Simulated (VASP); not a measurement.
VASP runs on Ga (alpha) share one base input (PBE GGA, plane waves, VASP's PBE PAW potentials (set 64)) and change the settings named in each case.

### INCAR
```
! general
SYSTEM  = Ga
PREC    = Accurate
ENCUT   = 400
LREAL   = F
LASPH   = T

! electronic loop
EDIFF   = 1E-6
NELM    = 100
ALGO    = Normal
LMAXMIX = 4

! smearing
ISMEAR  = 1
SIGMA   = 0.1

! functional
GGA     = PE

! ions
ISIF    = 2

! output
LWAVE   = F
LCHARG  = F
```

KPOINTS:
```
Automatic mesh
0
Gamma
7 7 6
0 0 0
```

**POSCAR**
```
Ga
1
    2.2600000000    -3.8300000000    -0.0000000000
    2.2600000000     3.8300000000     0.0000000000
    0.0000000000     0.0000000000     4.5300000000
Ga
4
Direct
  0.1549000000   0.8451000000   0.9190000000
  0.3451000000   0.6549000000   0.4190000000
  0.6549000000   0.3451000000   0.5810000000
  0.8451000000   0.1549000000   0.0810000000
```

POTCAR, in this order: Ga_d (PBE.64 set). Program: vasp_std.

```json
[
 {"change": "base run", "E(σ→0) (eV/atom)": "-2.8979", "pressure (GPa)": "1.49", "largest force (eV/Å)": "0.108"},
 {"change": "ENCUT = 800, POTCAR Ga_h (PBE.64 set)", "E(σ→0) (eV/atom)": "-2.8953", "pressure (GPa)": "(withheld)", "largest force (eV/Å)": "0.107"},
 {"change": "ENCUT = 520, POTCAR Ga (PBE.64 set)", "E(σ→0) (eV/atom)": "-2.9026", "pressure (GPa)": "(withheld)", "largest force (eV/Å)": "(withheld)"},
 {"change": "ENCUT = 520", "E(σ→0) (eV/atom)": "-2.8990", "pressure (GPa)": "1.92", "largest force (eV/Å)": "0.107"},
 {"change": "ENCUT = 800", "E(σ→0) (eV/atom)": "-2.8990", "pressure (GPa)": "1.93", "largest force (eV/Å)": "0.108"}
]
```

**Question.** What belongs in the gaps?

**Answer.** 
- ENCUT = 520, POTCAR Ga (PBE.64 set), pressure (GPa): 2.23
- ENCUT = 520, POTCAR Ga (PBE.64 set), largest force (eV/Å): 0.082
- ENCUT = 800, POTCAR Ga_h (PBE.64 set), pressure (GPa): 1.74

Energies of different potentials or functionals have different zeros.  The base run's pressure lies -0.43 GPa from that at 800 eV (Pulay error).

Left out are runs that ran out of time, are held back, or changed the cell or the kind of run, fixed moments of cells without a moment, rows past the twelfth, gaps on odd meshes, pressures of charged cells and columns that move by less than the noise.

The compound is Ga in the alpha structure. The cell was not relaxed at this level, forces remain on its atoms.
